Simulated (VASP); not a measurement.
Energy against volume of KI (rock salt). All values below come from TPSS meta-GGA, VASP's PBE PAW potentials (set 64) (plane waves; VASP 6.6.1).

```json
[
 {"V (Å³/atom)": "44.547", "E (eV/atom)": "-9.98243"},
 {"V (Å³/atom)": "45.968", "E (eV/atom)": "-9.98671"},
 {"V (Å³/atom)": "47.390", "E (eV/atom)": "-9.98802"},
 {"V (Å³/atom)": "48.812", "E (eV/atom)": "-9.98684"},
 {"V (Å³/atom)": "50.233", "E (eV/atom)": "-9.98356"}
]
```

Question: Fit a third-order Birch-Murnaghan equation of state.

Answer: 
```yaml
volume_per_atom: 47.39 Å^3/atom
bulk_modulus: 94 kbar
pressure_derivative_of_the_bulk_modulus: 4.77
lattice_constant_a: 0.7237 nm
```

The compound is KI in the rock salt structure. It was relaxed first, which changed the volume by +7 %.
